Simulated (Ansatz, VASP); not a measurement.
# Cross-check of HfSnPb2O6 between VASP and Ansatz

One calculation is typed for both programs; each brings its own data sets. How far apart do they land? The cell is invented: As first built, before any earlier steps moved the atoms (in the runner's words): Pb for Sr in the Sr2HfSnO6 structure of space group Fm-3m. It may not be a known or stable phase. The two relaxations start from unlike cells of this crystal (the structure described is Ansatz's start), so only their ends are compared.

Calculated with Ansatz 0.2.0; plane waves, with VASP 6.6.1 beside it; relaxation of cell and atoms at LDA.

## (1) The starting structure

Symmetry: Fm-3m, No. 225, cubic system. The conventional cell has a = 7.721 Å, b = 7.721 Å, c = 7.721 Å, α = 90.00°, β = 90.00°, γ = 90.00°. Nearest to Pb lie 12 O at 2.73 Å. Hf has 6 O at 1.93 Å nearest. Sn has 6 O at 1.93 Å nearest. Nearest to O lie 1 Hf at 1.93 Å and 1 Sn at 1.93 Å and 4 Pb at 2.73 Å. It derives from Sr2HfSnO6. As first built, before any earlier steps moved the atoms (in the runner's words): Pb for Sr in the Sr2HfSnO6 structure of space group Fm-3m. Farther neighbours and most contacts between anions are not listed.

## (2) VASP: relaxation of cell and atoms, LDA

The relaxed volume is the usual yardstick between codes: in a stiff, nearly cubic crystal its relative difference is about their pressure difference at one cell divided by the bulk modulus.

Lines of VASP's logs that name or quote its potential files are left out, and so is its time.

Contents of INCAR:

```
SYSTEM = HfSnPb2O6
PREC = Accurate
ENCUT = 600
EDIFF = 1E-07
NELM = 120
ISMEAR = 0
SIGMA = 0.03
LREAL = .FALSE.
ALGO = Normal
GGA = CA
NBANDS = 54
LASPH = .TRUE.
LORBIT = 11
LWAVE = .FALSE.
LCHARG = .FALSE.
ISIF = 3
IBRION = 2
NSW = 80
EDIFFG = -0.005
GGA_COMPAT = .FALSE.
NELMIN = 4
EFERMI = MIDGAP
KPAR = 2
```

Contents of POSCAR:

```
HfSnPb2O6
1.0
    0.0000000000      4.0558515249      4.0558515249
    4.0558515249      0.0000000000      4.0558515249
    4.0558515249      4.0558515249      0.0000000000
Pb Hf Sn O
2 1 1 6
Direct
    0.2500000648      0.2500000648      0.2500000648
    0.7500000648      0.7500000648      0.7500000648
    0.0000000000      0.0000000000      0.0000000000
    0.5000000000      0.5000000000      0.5000000000
    0.7496816600      0.2503183400      0.2503183400
    0.2503182105      0.7496817895      0.7496817895
    0.2503183400      0.7496816600      0.2503183400
    0.7496817895      0.2503182105      0.7496817895
    0.2503183400      0.2503183400      0.7496816600
    0.7496817895      0.7496817895      0.2503182105
```

Contents of KPOINTS:

```
Automatic mesh
0
Gamma
6 6 6
0 0 0
```

The projector-augmented-wave data sets are Pb_d, Hf_pv, Sn_d and O (LDA family, release 64).

Command:

```console
> mpirun -np 2 vasp_std
```

Numbers of over 12 decimals in the logs are rounded to 6 here.

The program printed:

```text
[banner, memory and clock lines left out]
running    2 mpi-ranks, on    1 nodes
 distrk:  each k-point on    1 cores,    2 groups
 distr:  one band on    1 cores,    1 groups

 POSCAR found type information on POSCAR PbHfSnO
 POSCAR found :  4 types and      10 ions
 LDA part: xc-table for (Slater(with rela. corr.)+CA(PZ))
 , standard interpolation
 POSCAR, INCAR and KPOINTS ok, starting setup
 FFT: planning ... GRIDC
 FFT: planning ... GRID_SOFT
 FFT: planning ... GRID
 WAVECAR not read
 entering main loop
       N       E                     dE             d eps       ncg     rms          rms(c)
DAV:   1     0.133386616426E+04    0.13339E+04   -0.46191E+04  1740   0.236E+03
DAV:   2     0.168312237450E+03   -0.11656E+04   -0.11183E+04  1856   0.676E+02
DAV:   3    -0.721332403256E+02   -0.24045E+03   -0.23165E+03  2014   0.275E+02
DAV:   4    -0.908862352069E+02   -0.18753E+02   -0.18497E+02  2242   0.791E+01
DAV:   5    -0.914556891272E+02   -0.56945E+00   -0.56752E+00  2344   0.151E+01    0.733E+01
DAV:   6    -0.786440807737E+02    0.12812E+02   -0.55973E+01  2308   0.545E+01    0.549E+01
DAV:   7    -0.785108658940E+02    0.13321E+00   -0.54170E+00  1966   0.119E+01    0.321E+01
DAV:   8    -0.784417791672E+02    0.69087E-01   -0.73431E-01  2448   0.583E+00    0.664E+00
DAV:   9    -0.783976340074E+02    0.44145E-01   -0.33962E-01  2386   0.339E+00    0.198E+00
DAV:  10    -0.783955742336E+02    0.20598E-02   -0.17426E-02  2408   0.104E+00    0.118E+00
DAV:  11    -0.783948529344E+02    0.72130E-03   -0.56761E-03  2530   0.642E-01    0.967E-02
DAV:  12    -0.783949089783E+02   -0.56044E-04   -0.84702E-04  2336   0.229E-01    0.364E-02
DAV:  13    -0.783949113631E+02   -0.23848E-05   -0.26379E-05  2394   0.596E-02    0.159E-02
DAV:  14    -0.783949122183E+02   -0.85520E-06   -0.70249E-06  2172   0.149E-02    0.209E-02
DAV:  15    -0.783949119417E+02    0.27655E-06   -0.15942E-06  2292   0.992E-03    0.174E-03
DAV:  16    -0.783949119508E+02   -0.90840E-08   -0.21636E-07  1150   0.344E-03
   1 F= -.78394912E+02 E0= -.78394912E+02  d E =-.783949E+02
 curvature:   0.00 expect dE= 0.000E+00 dE for cont linesearch  0.000E+00
 trial: gam= 0.00000 g(F)=  0.164E-06 g(S)=  0.209E-03 ort = 0.000E+00 (trialstep = 0.100E+01)
 search vector abs. value=  0.209E-03
 bond charge predicted
       N       E                     dE             d eps       ncg     rms          rms(c)
DAV:   1    -0.783970050877E+02   -0.20931E-02   -0.61830E-02  2264   0.258E+00    0.561E-01
DAV:   2    -0.783951833683E+02    0.18217E-02   -0.63724E-03  2102   0.660E-01    0.130E-01
DAV:   3    -0.783949104445E+02    0.27292E-03   -0.61248E-04  2208   0.356E-01    0.645E-02
DAV:   4    -0.783948765003E+02    0.33944E-04   -0.20103E-04  2520   0.161E-01    0.581E-02
DAV:   5    -0.783948786228E+02   -0.21225E-05   -0.24479E-05  1888   0.274E-02    0.586E-02
DAV:   6    -0.783948790646E+02   -0.44179E-06   -0.50294E-07  1848   0.506E-03    0.621E-02
DAV:   7    -0.783948767454E+02    0.23192E-05   -0.22208E-05  2284   0.628E-02    0.205E-02
DAV:   8    -0.783948763390E+02    0.40640E-06   -0.25366E-06  2238   0.123E-02    0.192E-02
DAV:   9    -0.783948759265E+02    0.41250E-06   -0.22859E-07  1240   0.558E-03    0.174E-02
DAV:  10    -0.783948754177E+02    0.50884E-06   -0.85257E-07  2282   0.100E-02    0.109E-02
DAV:  11    -0.783948752430E+02    0.17471E-06   -0.29127E-07  1358   0.770E-03    0.595E-03
DAV:  12    -0.783948752482E+02   -0.52405E-08   -0.22279E-07  1240   0.263E-03
   2 F= -.78394875E+02 E0= -.78394875E+02  d E =0.367026E-04
 trial-energy change:    0.000037  1 .order    0.000032   -0.000209    0.000272
 step:   0.4190(harm=  0.4339)  dis= 0.00002  next Energy=   -78.394955 (dE=-0.434E-04)
 bond charge predicted
       N       E                     dE             d eps       ncg     rms          rms(c)
DAV:   1    -0.783956738661E+02   -0.79862E-03   -0.20902E-02  2264   0.150E+00    0.328E-01
DAV:   2    -0.783950581418E+02    0.61572E-03   -0.21576E-03  2110   0.383E-01    0.752E-02
DAV:   3    -0.783949657349E+02    0.92407E-04   -0.20507E-04  2208   0.208E-01    0.376E-02
DAV:   4    -0.783949542099E+02    0.11525E-04   -0.69901E-05  2498   0.948E-02    0.336E-02
DAV:   5    -0.783949549473E+02   -0.73734E-06   -0.84628E-06  1872   0.161E-02    0.340E-02
DAV:   6    -0.783949553014E+02   -0.35414E-06   -0.19472E-07  1306   0.423E-03    0.382E-02
DAV:   7    -0.783949544130E+02    0.88841E-06   -0.87857E-06  2320   0.381E-02    0.160E-02
DAV:   8    -0.783949541687E+02    0.24432E-06   -0.95435E-07  2142   0.726E-03    0.137E-02
DAV:   9    -0.783949540211E+02    0.14758E-06   -0.77770E-08   870   0.287E-03    0.116E-02
DAV:  10    -0.783949537988E+02    0.22233E-06   -0.60522E-07  1898   0.724E-03    0.347E-03
DAV:  11    -0.783949537887E+02    0.10128E-07   -0.96638E-08   960   0.258E-03
   3 F= -.78394954E+02 E0= -.78394954E+02  d E =-.418379E-04
 curvature:  -0.22 expect dE=-0.261E-06 dE for cont linesearch -0.168E-06
 trial: gam=-0.05513 g(F)=  0.399E-06 g(S)=  0.806E-06 ort = 0.127E-04 (trialstep = 0.884E+00)
 search vector abs. value=  0.439E-06
 reached required accuracy - stopping structural energy minimisation
```

From OUTCAR (step 2):

```text
ion  position               nearest neighbor table
   1  0.250  0.250  0.250-   5 2.87   7 2.87   9 2.87   6 2.87   8 2.87   6 2.87  10 2.87   8 2.87
                            10 2.87   5 2.87   7 2.87   9 2.87   4 3.51   3 3.51   3 3.51   3 3.51
   2  0.750  0.750  0.750-   6 2.87   8 2.87  10 2.87   7 2.87   5 2.87   7 2.87   5 2.87   9 2.87
                             9 2.87   6 2.87   8 2.87  10 2.87   3 3.51   4 3.51   4 3.51   4 3.51
   3  0.000  0.000  0.000-   6 2.03   8 2.03  10 2.03   5 2.03   9 2.03   7 2.03   2 3.51   1 3.51
                             1 3.51   1 3.51   2 3.51   2 3.51   2 3.51   1 3.51
   4  0.500  0.500  0.500-   5 2.03   7 2.03   9 2.03   8 2.03   6 2.03  10 2.03   1 3.51   2 3.51
                             2 3.51   2 3.51   1 3.51   1 3.51   1 3.51   2 3.51
   5  0.750  0.250  0.250-   4 2.03   3 2.03   1 2.87   2 2.87   2 2.87   1 2.87
   6  0.250  0.750  0.750-   4 2.03   3 2.03   2 2.87   1 2.87   1 2.87   2 2.87
   7  0.250  0.750  0.250-   4 2.03   3 2.03   1 2.87   2 2.87   2 2.87   1 2.87
   8  0.750  0.250  0.750-   4 2.03   3 2.03   2 2.87   1 2.87   1 2.87   2 2.87
   9  0.250  0.250  0.750-   4 2.03   3 2.03   1 2.87   2 2.87   2 2.87   1 2.87
  10  0.750  0.750  0.250-   4 2.03   3 2.03   2 2.87   1 2.87   1 2.87   2 2.87

  LATTYP: Found a face centered cubic cell.
 ALAT       =     8.1117030498

 Subroutine GETGRP returns: Found 48 space group operations
 (whereof 48 operations were pure point group operations)

The static configuration has the point symmetry O_h .

 Found     16 irreducible k-points:

   k-points           NKPTS =     16   k-points in BZ     NKDIM =     16   number of bands    NBANDS=     54

   dimension x,y,z NGX =    48 NGY =   48 NGZ =   48
   dimension x,y,z NGXF=    96 NGYF=   96 NGZF=   96

   ENCUT  =  600.0 eV  44.10 Ry    6.64 a.u.  11.46 11.46 11.46*2*pi/ulx,y,z

   NELECT =      88.0000    total number of electrons

 k-points in reciprocal lattice and weights: Automatic mesh
   0.00000000  0.00000000  0.00000000       0.005
   0.16666667  0.00000000  0.00000000       0.037
   0.33333333  0.00000000  0.00000000       0.037
   0.50000000  0.00000000  0.00000000       0.019
   0.16666667  0.16666667  0.00000000       0.028
   0.33333333  0.16666667  0.00000000       0.111
   0.50000000  0.16666667  0.00000000       0.111
  -0.33333333  0.16666667  0.00000000       0.111
  -0.16666667  0.16666667  0.00000000       0.056
[...]
-0.33333333  0.33333333  0.16666667       0.111
  -0.33333333  0.50000000  0.16666667       0.056

 average (electrostatic) potential at core
       1 -90.6018       2 -90.6018       3 -34.9902       4 -99.2397       5 -69.0696
       6 -69.0696       7 -69.0696       8 -69.0696       9 -69.0696      10 -69.0696

 E-fermi :   6.6304

 k-point     1 :       0.0000    0.0000    0.0000
  band No.  band energies     occupation
    ...
     40       4.1629      2.00000
     41       4.1629      2.00000
     42       5.2497      2.00000
     43       5.2497      2.00000
     44       5.2497      2.00000
     45      10.6801      0.00000
     46      10.9030      0.00000
     47      10.9030      0.00000
     48      10.9030      0.00000
     49      11.7101      0.00000
    ...

 k-point     2 :       0.1667    0.0000    0.0000
  band No.  band energies     occupation
    ...
     40       4.3326      2.00000
     41       4.3326      2.00000
     42       5.1283      2.00000
     43       5.1283      2.00000
     44       5.1683      2.00000
     45      10.3313      0.00000
     46      10.8172      0.00000
     47      10.9109      0.00000
     48      10.9109      0.00000
     49      11.3884      0.00000
    ...

 k-point     3 :       0.3333    0.0000    0.0000
  band No.  band energies     occupation
    ...
     40       4.6325      2.00000
     41       4.6325      2.00000
     42       4.8225      2.00000
     43       4.8225      2.00000
     44       4.9532      2.00000
     45       9.1925      0.00000
     46       9.7130      0.00000
     47      10.9348      0.00000
     48      10.9348      0.00000
     49      11.2831      0.00000
    ...

  Total       -0.0074647     -0.0074647     -0.0074647     -0.0000000     -0.0000000      0.0000000
  in kB       -0.0896943     -0.0896943     -0.0896943     -0.0000000     -0.0000000      0.0000000
  external PRESSURE =      -0.0896943 kB  Pullay stress =       0.0000000 kB

  energy-cutoff  :      600.00
  volume of cell :      133.34
      direct lattice vectors                 reciprocal lattice vectors
     0.000000000  4.054867164  4.054867164    -0.123308602  0.123308602  0.123308602
     4.054867164  0.000000000  4.054867164     0.123308602 -0.123308602  0.123308602
     4.054867164  4.054867164  0.000000000     0.123308602  0.123308602 -0.123308602

 POSITION                                       TOTAL-FORCE (eV/Angst)
 -----------------------------------------------------------------------------------
      2.02743      2.02743      2.02743        -0.000000     -0.000000     -0.000000
      6.08230      6.08230      6.08230         0.000000      0.000000      0.000000
      0.00000      0.00000      0.00000        -0.000000     -0.000000     -0.000000
      4.05487      4.05487      4.05487        -0.000000     -0.000000     -0.000000
      2.03000      4.05487      4.05487         0.001175     -0.000000     -0.000000
      6.07974      4.05487      4.05487        -0.001175     -0.000000     -0.000000
      4.05487      2.03000      4.05487        -0.000000      0.001175     -0.000000
      4.05487      6.07974      4.05487        -0.000000     -0.001175     -0.000000
      4.05487      4.05487      2.03000        -0.000000     -0.000000      0.001175
      4.05487      4.05487      6.07974        -0.000000     -0.000000     -0.001175
 -----------------------------------------------------------------------------------
    total drift:                               -0.001628     -0.001628     -0.001628

  FREE ENERGIE OF THE ION-ELECTRON SYSTEM (eV)
  ---------------------------------------------------
  free  energy   TOTEN  =       -78.3949537887 eV

  energy  without entropy=      -78.3949537887  energy(sigma->0) =      -78.39495379

 reached required accuracy - stopping structural energy minimisation

 total charge
# of ion       s       p       d       tot
------------------------------------------
    1        1.523   0.351   9.848  11.722
    2        1.523   0.351   9.848  11.722
    3        0.355   6.809   1.655   8.818
    4        0.896   1.208  10.466  12.569
    5        1.553   3.464   0.000   5.017
    6        1.553   3.464   0.000   5.017
    7        1.553   3.464   0.000   5.017
    8        1.553   3.464   0.000   5.017
    9        1.553   3.464   0.000   5.017
   10        1.553   3.464   0.000   5.017
--------------------------------------------------
tot         13.616  29.503  31.817  74.936

[... 3 further parts left out ...]
```

CONTCAR:

```
HfSnPb2O6
   1.00000000000000
     0.0000000000000000    4.0548671641840306    4.0548671641840306
     4.0548671641840306    0.0000000000000000    4.0548671641840306
     4.0548671641840306    4.0548671641840306    0.0000000000000000
  Pb              Hf              Sn              O
     2     1     1     6
Direct
     0.2500000647999983    0.2500000647999983    0.2500000647999983
     0.7500000647999983    0.7500000647999983    0.7500000647999983
     0.0000000000000000    0.0000000000000000    0.0000000000000000
     0.5000000000000000    0.5000000000000000    0.5000000000000000
     0.7496835327358661    0.2503164672641339    0.2503164672641339
     0.2503163377641321    0.7496836622358679    0.7496836622358679
     0.2503164672641339    0.7496835327358661    0.2503164672641339
     0.7496836622358679    0.2503163377641321    0.7496836622358679
     0.2503164672641339    0.2503164672641339    0.7496835327358661
     0.7496836622358679    0.7496836622358679    0.2503163377641321
```

[end of part 1 of 2]

[Lines on the potential files, build, host, timing and source positions are cut from VASP's logs without a mark.]

[Logs are printed without paths, hosts, clocks, repeated set-up lines and the standing remarks that a program may print on its own settings, such as how far it seeks lower states.]

[Hosts, paths, dates, database ids (printed as entryN), source tags and the programs' standing remarks are cut or masked in the printed files.]
